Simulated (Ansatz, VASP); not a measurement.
**TiB2 in two plane-wave programs**

Aim: how closely do two programs agree when they are given the same cell, functional and k mesh? The cell is taken from a series of VASP runs on this material, whose earlier steps may have relaxed, scaled or displaced it; both programs get it as it stands.

Method: plane waves, with VASP 6.6.1 beside it; band structure at PBEsol and electric field gradients at PBEsol, in Ansatz 0.2.0.

## 1. Starting point

Symmetry: P6/mmm, No. 191, hexagonal system. The conventional cell has a = 3.017 Å, b = 3.017 Å, c = 3.191 Å, α = 90.00°, β = 90.00°, γ = 120.00°. Ti has 12 B at 2.36 Å nearest. Nearest to B lie 3 B at 1.74 Å and 6 Ti at 2.36 Å. Farther neighbours are not listed.

## 2. Ansatz: band structure, PBEsol

Ansatz runs on its default PAW (the set named soft_2) files.

A single point gives forces, pressure and levels at one fixed geometry, so differences don't come from the geometry; what else differs is listed under the comparison.

input.yaml

```yaml
crystal:
  lattice:
    - [3.016666409, 0.0, 0.0]
    - [-1.5083332045, 2.6125097449, 0.0]
    - [0.0, 0.0, 3.1914937477]
  atoms:
    - { symbol: Ti, position: [0.0, 0.0, 0.0] }
    - { symbol: B, position: [0.3333333333, 0.6666666667, 0.5] }
    - { symbol: B, position: [0.6666666667, 0.3333333333, 0.5] }
hamiltonian:
  xc: pbesol
  pseudopotentials: { kind: paw }
kpoints:
  mp_grid: { grid: [10, 10, 8] }
  band_path:
    path:
      - [0.0, 0.0, 0.0]
      - [0.13333, 0.0, 0.0]
      - [0.3, 0.0, 0.0]
      - [0.46667, 0.0, 0.0]
      - [0.46667, 0.06667, 0.0]
      - [0.41111, 0.17778, 0.0]
      - [0.35556, 0.28889, 0.0]
      - [0.28889, 0.28889, 0.0]
      - [0.17778, 0.17778, 0.0]
      - [0.06667, 0.06667, 0.0]
      - [0.0, 0.0, 0.03333]
      - [0.0, 0.0, 0.2]
      - [0.0, 0.0, 0.36667]
      - [0.0, 0.0, 0.5]
      - [0.16667, 0.0, 0.5]
      - [0.3, 0.0, 0.5]
      - [0.46667, 0.0, 0.5]
      - [0.46667, 0.06667, 0.5]
      - [0.41111, 0.17778, 0.5]
      - [0.35556, 0.28889, 0.5]
      - [0.28889, 0.28889, 0.5]
      - [0.17778, 0.17778, 0.5]
      - [0.06667, 0.06667, 0.5]
      - [0.5, 0.0, 0.46667]
      - [0.5, 0.0, 0.3]
      - [0.5, 0.0, 0.13333]
      - [0.33333, 0.33333, 0.0]
      - [0.33333, 0.33333, 0.16667]
      - [0.33333, 0.33333, 0.33333]
      - [0.33333, 0.33333, 0.5]
    npoints: 1
scf:
  occupations: { method: gaussian, width: 0.05 }
  n_extra_bands: 7
output:
  forces: true
  stress: true
  eigenvalues: true
  write_density: true
  write_potential: true
  elf: true
  volumetric_format: npy
```

Command:

```
ansatz run input.yaml --threads 2 --pin off --max-ram 4608MiB --backend cpu --events-out ev --progress --plain --runs-dir out
```

Numbers of over 12 decimals in the logs are rounded to 6 here.

The log of the run:

```text
scf.n_extra_bands = 7 over 9 filled bands (N_el = 18.0): the run solves 16 bands
Engine: ansatz 0.2.0, aarch64-unknown-linux-gnu
Pseudopotentials: kind: paw
Pseudopotential: Ti, paw, valence charge 12, recommended cutoff 420 eV (normal), Ti.paw.azcp
Pseudopotential: B, paw, valence charge 3, recommended cutoff 420 eV (normal), B.paw.azcp
Functional definition: PBEsol
  exchange = pbesol_x
  correlation = pbesol_c
Crystal: 3 atoms, lattice volume = 25.152 Å³
Basis set: ecut = 420 eV, 503 PW (Γ), exchange–correlation on 48×48×48 points (8 copies of the dense FFT grid, shifted against one another)
Bands: 16, of which v1, the nominal top of the filled ones, is band 9 counted from 1 (8 counted from 0)
Symmetry: 24 space group operations
Space group: P6/mmm (ITA 191), of the structure as read, at distance tolerance 2.9e-5 Å
k-points: 70 of 800
Non-local potential: Ti, projectors of the file, l = 0: 3, l = 1: 2, l = 2: 3, l = 3: 1
Non-local potential: B, projectors of the file, l = 0: 2, l = 1: 2, l = 2: 1
PAW form: soft (Blöchl's): semilocal exchange-correlation on the pseudo side does not see the compensation charge
PAW frozen core: Ti, regenerated for the run's functional, and the local potential with it (the file was generated under x = pbe(κ = 0.804, μ = 0.219515), c = pbe(β = 0.066725))
PAW frozen core: B, regenerated for the run's functional, and the local potential with it (the file was generated under x = pbe(κ = 0.804, μ = 0.219515), c = pbe(β = 0.066725))
PAW one-centre angular grid: Ti, 590 points (default); XC on 64 Gauss nodes
PAW one-centre angular grid: B, 110 points (default); XC on 64 Gauss nodes
Initial density: superposition of atomic densities (neutral atoms: chi_scale 0, normalization atom), corrected by the library's trained network
Initial wavefunctions: pseudopotential atomic-orbital guess
Functional: x = pbesol(κ = 0.804, μ = 0.123457), c = pbesol(β = 0.046)
SCF iter   1: F=—  HF=-2782.617461 eV  |F-HF|=—  |Δ(HF+E_count)|=         —  Δρ=6.73e-3  dr2=8.61e-3  ethr=1.77e-3  ⟨swp⟩=5.0  Hψ=5205  notcnv=0  defer=1
preconditioner: auto → none  [metal: Δε(μ)=0.004 eV  Ē_g=10.621 eV  σ=0.050 eV  W_gap=0.04  n_scr=8 (ndim 8)  ℏωp=23.4 eV  f_vac=0.000  D(μ)=1.35/eV (n_scr^D=20)  sad-step TF]
SCF iter   2: F=—  HF=-2782.614485 eV  |F-HF|=—  |Δ(HF+E_count)|=   2.98e-3  Δρ=3.41e-3  dr2=2.76e-3  ethr=4.79e-5  ⟨swp⟩=2.0  Hψ=2001  notcnv=0  defer=117
SCF iter   3: F=—  HF=-2782.613400 eV  |F-HF|=—  |Δ(HF+E_count)|=   1.09e-3  Δρ=4.99e-4  dr2=8.88e-5  ethr=1.53e-5  ⟨swp⟩=2.8  Hψ=1844  notcnv=0  defer=117
SCF iter   4: F=—  HF=-2782.613384 eV  |F-HF|=—  |Δ(HF+E_count)|=   1.59e-5  Δρ=6.56e-5  dr2=1.53e-6  ethr=4.93e-7  ⟨swp⟩=2.5  Hψ=1354  notcnv=0  defer=117
iter 5 did not close the SCF: its close was put off for the readings that it lacked (scf_convergence_deferred on its scf_iter line)
SCF iter   5: F=-2782.613383 eV  HF=-2782.613383 eV  |F-HF|=3.25e-8  |Δ(HF+E_count)|=   2.80e-7  Δρ=1.26e-5  dr2=3.99e-8  ethr=8.50e-9  ⟨swp⟩=2.4  Hψ=1262  notcnv=0  defer=117
SCF iter   6: F=-2782.613383 eV  HF=-2782.613383 eV  |F-HF|=5.55e-11  |Δ(HF+E_count)|=   1.53e-8  Δρ=1.18e-6  dr2=1.27e-10  ethr=2.22e-10  ⟨swp⟩=7.7  Hψ=6202  notcnv=0
SCF 1 converged in 6 iterations: F = -2782.613383 eV  dr2 = 1.27e-10
  greatest PAW one-centre occupation: 0.999 electrons in one spin orbital (limit 2), on the Ti atom at site 0 (counted from 0), in its partial waves of l = 0
NSCF: frozen V_eff on 30 k-points
SCF converged after 6 iterations
Free energy (F): -2782.613383 eV
Harris-Foulkes:  -2782.613383 eV  (|F-HF|=5.55e-11)
Internal energy: -2782.611649 eV  (E = F + TS)
E sigma→0 (E₀):  -2782.612516 eV
Entropy (-TS):   -0.001734 eV (-0.578 meV/atom)
Fermi energy:    15.323041 eV
--- Per-component energies (eV) ---
  E_band       = -88.089527
  E_kinetic    = 377.166673
  E_local      = -776.665263  (includes V_loc(G=0)·N_el)
  E_nonlocal   = 30.176155
  E_hartree    = 329.957585
  E_xc         = -164.633846
  E_vxc        = -202.949385  (∫ρ·V_xc dr)
  E_paw        = -1173.354102  (= ΣΔE_a)
  E_vpaw       = -175.733210  (= ΣTr[D̂ρ^β])
  E_aug_tail   = 0.000085  (compensation charges beyond the density's cutoff)
  E_ewald      = -1405.427743
  E_core_change = 0.168806  (= ΣΔE_core)
  E_smearing   = -0.001734  (= −TS)
  E_closure    = 0.000000  (closes the sum)
  Σ components = -2782.613383   (vs F -2782.613383, Δ=0.00e0)
--- Forces (eV/Å), atoms counted from 1 ---
  atom   1  Ti    -0.00000000     0.00000000     0.00000000
  atom   2  B     -0.00000000    -0.00000000    -0.00000000
  atom   3  B     -0.00000000     0.00000000     0.00000000
  max |Σ_I F_I| component: 1.30e-16 eV/Å
--- Stress (GPa, compression-positive) ---
       -0.277898       0.000000      -0.000000
       -0.000000      -0.277898      -0.000000
       -0.000000      -0.000000      -0.187307
  P = ⅓ Tr σ = -0.2477 GPa (-2.477 kbar)
--- Band table (eV; the first three rows and the last of 70) ---
  k-point 0: bands = [... 5 lower, 12.7098, 12.7098, 13.1723, 13.2220, 17.3690, 17.3690, 19.2210, 19.2210, ... 3 higher]
  k-point 1: bands = [... 5 lower, 11.5549, 12.8799, 12.8799, 14.6321, 16.8542, 16.8542, 18.8478, 18.8478, ... 3 higher]
  k-point 2: bands = [... 5 lower, 9.8552, 13.3789, 13.3789, 15.8517, 16.0016, 16.0016, 17.8912, 17.8912, ... 3 higher]
  k-point 69: bands = [... 5 lower, 7.2994, 9.7357, 11.9966, 12.2862, 18.0312, 19.4728, 19.6839, 19.9980, ... 3 higher]
```

Elapsed: 2.5 s, on 2 threads of Arm Neoverse N1, shared host; peak memory 0.29 GiB.

## 3. VASP: band structure, PBEsol

The same cell, functional, mesh and smearing now go to VASP, with its own data sets and cutoff.

Lines of VASP's logs that name or quote its potential files are left out, and so is its time.

INCAR

```
SYSTEM = TiB2
PREC = Accurate
ENCUT = 420
EDIFF = 1E-06
NELM = 100
ISMEAR = 0
SIGMA = 0.05
LREAL = .FALSE.
ALGO = Normal
GGA = PS
NBANDS = 22
LASPH = .TRUE.
LORBIT = 11
LWAVE = .FALSE.
LCHARG = .FALSE.
KPAR = 2
```

POSCAR

```
TiB2
1.0
    3.0166664090      0.0000000000      0.0000000000
   -1.5083332045      2.6125097449      0.0000000000
    0.0000000000      0.0000000000      3.1914937477
Ti B
1 2
Direct
    0.0000000000      0.0000000000      0.0000000000
    0.3333333333      0.6666666667      0.5000000000
    0.6666666667      0.3333333333      0.5000000000
```

KPOINTS

```
Automatic mesh
0
Gamma
10 10 8
0 0 0
```

KPOINTS_OPT

```
Line mode
16
Line-mode
Reciprocal
  0.00000000   0.00000000   0.00000000 GAMMA
  0.50000000   0.00000000   0.00000000 M

  0.50000000   0.00000000   0.00000000 M
  0.33333333   0.33333333   0.00000000 K

  0.33333333   0.33333333   0.00000000 K
  0.00000000   0.00000000   0.00000000 GAMMA

  0.00000000   0.00000000   0.00000000 GAMMA
  0.00000000   0.00000000   0.50000000 A

  0.00000000   0.00000000   0.50000000 A
  0.50000000   0.00000000   0.50000000 L

  0.50000000   0.00000000   0.50000000 L
  0.33333333   0.33333333   0.50000000 H

  0.33333333   0.33333333   0.50000000 H
  0.00000000   0.00000000   0.50000000 A

  0.50000000   0.00000000   0.50000000 L
  0.50000000   0.00000000   0.00000000 M

  0.33333333   0.33333333   0.00000000 K
  0.33333333   0.33333333   0.50000000 H
```

The projector-augmented-wave data sets are Ti_sv and B (PBE family, release 64).

Command:

```
mpirun -np 2 vasp_std
```

The log of the run:

```text
[banner, memory and clock lines left out]
running    2 mpi-ranks, on    1 nodes
 distrk:  each k-point on    1 cores,    2 groups
 distr:  one band on    1 cores,    1 groups

 POSCAR found type information on POSCAR TiB
 POSCAR found :  2 types and       3 ions
|                                                                             |
|               ----> ADVICE to this user running VASP <----                  |
|                                                                             |
|     You enforced a specific xc type in the INCAR file but a different       |
|     [... a line on the potential file left out ...]
|     I HOPE YOU KNOW WHAT YOU ARE DOING!                                     |
|                                                                             |

 LDA part: xc-table for (Slater+PW92), standard interpolation
 POSCAR, INCAR and KPOINTS ok, starting setup
 FFT: planning ... GRIDC
 FFT: planning ... GRID_SOFT
 FFT: planning ... GRID
 WAVECAR not read
 entering main loop
       N       E                     dE             d eps       ncg     rms          rms(c)
DAV:   1     0.116009803882E+03    0.11601E+03   -0.70985E+03  3112   0.816E+02
DAV:   2    -0.240586695703E+02   -0.14007E+03   -0.13236E+03  3272   0.251E+02
DAV:   3    -0.307157536589E+02   -0.66571E+01   -0.65770E+01  3778   0.556E+01
DAV:   4    -0.308443974645E+02   -0.12864E+00   -0.12851E+00  3414   0.727E+00
DAV:   5    -0.308467048768E+02   -0.23074E-02   -0.23074E-02  3652   0.890E-01    0.175E+01
DAV:   6    -0.257921679480E+02    0.50545E+01   -0.12439E+01  3782   0.356E+01    0.381E+00
DAV:   7    -0.257817824728E+02    0.10385E-01   -0.77366E-01  3542   0.785E+00    0.357E+00
DAV:   8    -0.257840957502E+02   -0.23133E-02   -0.59958E-02  4046   0.180E+00    0.603E-01
DAV:   9    -0.257794091673E+02    0.46866E-02   -0.33132E-02  3436   0.188E+00    0.298E-01
DAV:  10    -0.257788581610E+02    0.55101E-03   -0.16268E-03  3640   0.402E-01    0.837E-02
DAV:  11    -0.257788932636E+02   -0.35103E-04   -0.44982E-04  3766   0.176E-01    0.388E-02
DAV:  12    -0.257788920553E+02    0.12082E-05   -0.38698E-05  3470   0.640E-02    0.855E-03
DAV:  13    -0.257788913775E+02    0.67788E-06   -0.40401E-06  3558   0.176E-02
   1 F= -.25778891E+02 E0= -.25778025E+02  d E =-.173301E-02
 Start KPOINTS_OPT (optional k-point list driver)
k-point batch [1-70\144]
       N       E                     dE             ncg
DAV:   1    -0.219102852435E+04   -0.29637E+05     3102
DAV:   2    -0.120149461392E+05   -0.98239E+04     3302
DAV:   3    -0.124890705485E+05   -0.47412E+03     3658
DAV:   4    -0.124976622014E+05   -0.85917E+01     3404
DAV:   5    -0.124977753213E+05   -0.11312E+00     3604
DAV:   6    -0.124977772394E+05   -0.19181E-02     3400
DAV:   7    -0.124977772801E+05   -0.40751E-04     3526
DAV:   8    -0.124977772810E+05   -0.87829E-06     2358
[...]
k-point batch [141-144\144]
       N       E                     dE             ncg
DAV:   1     0.477928086715E+05   -0.33079E+04      176
DAV:   2     0.472460708102E+05   -0.54674E+03      182
DAV:   3     0.472246252302E+05   -0.21446E+02      232
DAV:   4     0.472243468772E+05   -0.27835E+00      200
DAV:   5     0.472243437357E+05   -0.31415E-02      256
DAV:   6     0.472243436838E+05   -0.51955E-04      206
DAV:   7     0.472243436827E+05   -0.10778E-05      256
DAV:   8     0.472243436827E+05   -0.20606E-07      168
```

From OUTCAR (step 3):

```text
ion  position               nearest neighbor table
   1  0.000  0.000  0.000-   2 2.36   3 2.36   2 2.36   3 2.36   2 2.36   2 2.36   3 2.36   3 2.36
                             3 2.36   3 2.36   2 2.36   2 2.36
   2  0.333  0.667  0.500-   3 1.74   3 1.74   3 1.74   1 2.36   1 2.36   1 2.36   1 2.36   1 2.36
                             1 2.36
   3  0.667  0.333  0.500-   2 1.74   2 1.74   2 1.74   1 2.36   1 2.36   1 2.36   1 2.36   1 2.36
                             1 2.36

  LATTYP: Found a hexagonal cell.
 ALAT       =     3.0166664090
 C/A-ratio  =     1.0579538189

 Subroutine GETGRP returns: Found 24 space group operations
 (whereof 24 operations were pure point group operations)

The static configuration has the point symmetry D_6h.

 Found     70 irreducible k-points:

   k-points           NKPTS =     70   k-points in BZ     NKDIM =     70   number of bands    NBANDS=     22

   dimension x,y,z NGX =    20 NGY =   20 NGZ =   24
   dimension x,y,z NGXF=    40 NGYF=   40 NGZF=   48

   ENCUT  =  420.0 eV  30.87 Ry    5.56 a.u.   5.04  5.04  5.33*2*pi/ulx,y,z

   NELECT =      18.0000    total number of electrons

 k-points in reciprocal lattice and weights: Automatic mesh
   0.00000000  0.00000000  0.00000000       0.001
   0.10000000  0.00000000  0.00000000       0.007
   0.20000000  0.00000000  0.00000000       0.007
   0.30000000  0.00000000  0.00000000       0.007
   0.40000000  0.00000000  0.00000000       0.007
   0.50000000  0.00000000  0.00000000       0.004
   0.10000000  0.10000000  0.00000000       0.007
   0.20000000  0.10000000  0.00000000       0.015
   0.30000000  0.10000000  0.00000000       0.015
[...]
0.40000000  0.20000000  0.50000000       0.007
   0.30000000  0.30000000  0.50000000       0.007

 average (electrostatic) potential at core
       1 -70.4472       2 -22.1786       3 -22.1786

 E-fermi :  10.0488

 k-point     1 :       0.0000    0.0000    0.0000
  band No.  band energies     occupation
    ...
      5      -3.4337      2.00000
      6       7.4417      2.00000
      7       7.4417      2.00000
      8       7.9017      2.00000
      9       7.9507      2.00000
     10      12.0853      0.00000
     11      12.0853      0.00000
     12      13.9461      0.00000
     13      13.9461      0.00000
     14      15.9267      0.00000
    ...

 k-point     2 :       0.1000    0.0000    0.0000
  band No.  band energies     occupation
    ...
      5      -3.2388      2.00000
      6       6.9034      2.00000
      7       7.4131      2.00000
      8       7.7368      2.00000
      9       8.0452      2.00000
     10      12.0278      0.00000
     11      12.4269      0.00000
     12      13.2257      0.00000
     13      13.3547      0.00000
     14      16.6253      0.00000
    ...

 k-point     3 :       0.2000    0.0000    0.0000
  band No.  band energies     occupation
    ...
      5      -2.6720      2.00000
      6       5.5959      2.00000
      7       7.3010      2.00000
      8       7.4041      2.00000
      9       8.2112      2.00000
     10      11.8800      0.00000
     11      12.4200      0.00000
     12      12.7959      0.00000
     13      13.1831      0.00000
     14      17.3189      0.00000
    ...

  Total       -0.0156474     -0.0156474     -0.0174102      0.0000000      0.0000000      0.0000000
  in kB       -0.9967199     -0.9967199     -1.1090108      0.0000000      0.0000000      0.0000000
  external PRESSURE =      -1.0341502 kB  Pullay stress =       0.0000000 kB

  energy-cutoff  :      420.00
  volume of cell :       25.15
      direct lattice vectors                 reciprocal lattice vectors
     3.016666409  0.000000000  0.000000000     0.331491741  0.191386846  0.000000000
    -1.508333204  2.612509745  0.000000000     0.000000000  0.382773692  0.000000000
     0.000000000  0.000000000  3.191493748     0.000000000  0.000000000  0.313332903

 POSITION                                       TOTAL-FORCE (eV/Angst)
 -----------------------------------------------------------------------------------
      0.00000      0.00000      0.00000        -0.000000      0.000000      0.000000
     -0.00000      1.74167      1.59575         0.000000     -0.000000      0.000000
      1.50833      0.87084      1.59575        -0.000000      0.000000      0.000000
 -----------------------------------------------------------------------------------
    total drift:                               -0.000000      0.000000      0.000000

  FREE ENERGIE OF THE ION-ELECTRON SYSTEM (eV)
  ---------------------------------------------------
  free  energy   TOTEN  =       -25.7788913775 eV

  energy  without entropy=      -25.7771583643  energy(sigma->0) =      -25.77802487

 total charge
# of ion       s       p       d       tot
------------------------------------------
    1        2.182   6.223   2.067  10.472
    2        0.688   1.336   0.000   2.023
    3        0.688   1.336   0.000   2.023
--------------------------------------------------
tot          3.557   8.894   2.067  14.518

[... 3 further parts left out ...]
```

The run ends at a pressure of -0.10 GPa.

## 4. Comparison

Known differences besides the potentials themselves: Ansatz makes its cores anew for this functional, VASP keeps those of its PBE data sets. Total energies have different zeros and are not compared.

The two programs side by side:

```csv
quantity,Ansatz,VASP,difference
pressure (GPa),-0.25,-0.10,-0.14
pressure without Ansatz's Pulay correction (GPa),-0.46,-0.10,-0.36
```

Levels from 3 eV below to 2 eV above the Fermi level differ by 4 meV r.m.s. and 9 meV at most; each VASP level is matched to the nearest of Ansatz, which flatters the figure a little. Ansatz's pressure holds a Pulay correction of 0.22 GPa; VASP's holds none.

(Part 1 of 2 ends here.)

[Lines on the potential files, build, host, timing and source positions are cut from VASP's logs without a mark.]

[Logs are printed without paths, hosts, clocks, repeated set-up lines and the standing remarks that a program may print on its own settings, such as how far it seeks lower states.]

[Hosts, paths, dates, database ids (printed as entryN), source tags and the programs' standing remarks are cut or masked in the printed files.]
